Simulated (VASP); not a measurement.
Here is a VASP 6.6.1 calculation.

INCAR

```
ALGO = Fast ; EDIFF = 1E-7
ENCUT = 520 ; GGA = PE
ISIF = 2 ; ISMEAR = 0
LASPH = T ; LCHARG = F
LREAL = F ; LWAVE = F
NBANDS = 19 ; NELM = 100
PREC = Accurate ; SIGMA = 0.05
```

File KPOINTS:

```
k-points
0
Gamma
  4 4 4
```

Contents of POSCAR:

```
Li3SeBr
1.0
    5.0275763978      0.0000000000      0.0000000000
    0.0000000000      5.0275763978      0.0000000000
    0.0000000000      0.0000000000      5.0275763978
Br Se Li
1 1 3
Direct
    0.0000000000      0.0000000000      0.0000000000
    0.5000000000      0.5000000000      0.5000000000
    0.5000000000      0.5000000000      0.0000000000
    0.5000000000      0.0000000000      0.5000000000
    0.0000000000      0.5000000000      0.5000000000
```

Potentials or basis: VASP PAW PBE potentials, release 64 (Br, Se, Li_sv).

Launch:

```sh
$ cat potpaw_PBE.64/Br/POTCAR potpaw_PBE.64/Se/POTCAR potpaw_PBE.64/Li_sv/POTCAR > POTCAR
$ mpirun -np 1 vasp_std > vasp.out
```

What does it give for the band gap on the k mesh?

3.09 eV, indirect (least direct gap 3.32 eV).

 PBE gaps usually lie below the measured ones, often by a third to a half.
